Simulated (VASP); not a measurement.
Runs of VASP 6.6.1 on TiTe2. The structure is trigonal, space group P-3m1 (No. 164). Conventional cell: a = 3.777 Å, b = 3.777 Å, c = 6.498 Å, α = 90.00°, β = 90.00°, γ = 120.00°. Ti (site symmetry -3m) is surrounded by 6 Te at 2.77 Å. Te (site symmetry 3m) has 3 Ti at 2.77 Å as nearest neighbours. 

```tsv
level	potentials or basis	spin	k mesh	cutoff (eV)	grid for exact exchange (PRECFOCK)	screening parameter	mesh quality	gap on the mesh (eV)	pressure (GPa)	largest force (eV/Å)
HSE06	VASP PAW PBE potentials, release 64 (Ti_sv, Te)	off	5 × 5 × 3	520	Fast	0.2 1/A	coarse	none	(b)	0.32
PBEsol	VASP PAW PBE potentials, release 64 (Ti_sv, Te)	off	9 × 9 × 5	520	-	-	not flagged	none	-2.2	(c)
r2SCAN	VASP PAW PBE potentials, release 64 (Ti_sv, Te)	off	9 × 9 × 5	520	-	-	not flagged	none	(a)	0.18
LDA	VASP PAW LDA potentials, release 64 (Ti_sv, Te)	off	9 × 9 × 5	520	-	-	not flagged	none	-4.0	0.27
PBEsol	VASP PAW PBE potentials, release 64 (Ti_sv, Te)	SOC, no magnetisation	9 × 9 × 5	520	-	-	not flagged	-	(d)	0.09
LDA	VASP PAW LDA potentials, release 64 (Ti_sv, Te)	off	4 × 4 × 2	300	-	-	coarse	none	-	0.29
```

Alike in all rows: task single point; cell as given; smearing fermi-dirac 0.05 eV.

Problem. Estimate the missing entries.

Solution. (a) 1.1; (b) -0.7; (c) 0.10; (d) -2.1.

Caveats: some runs use coarse meshes; the PAW data sets were made with another functional, which shifts forces and pressure a little (some runs); this functional lacks dispersion, which binds the layers, so the pressure and a relaxed spacing across them are unreliable (some runs); the cutoff is under 1.25 times the usual one of these potentials, so pressure, stress and relaxed cells hold a basis-set (Pulay) error (some runs).

A k mesh can miss the band edges, and rows without SOC leave out spin-orbit coupling on Te.

A gap of «none» marks a metal or a gap under the smearing width.

Runs at the PBE level aren't shown here.
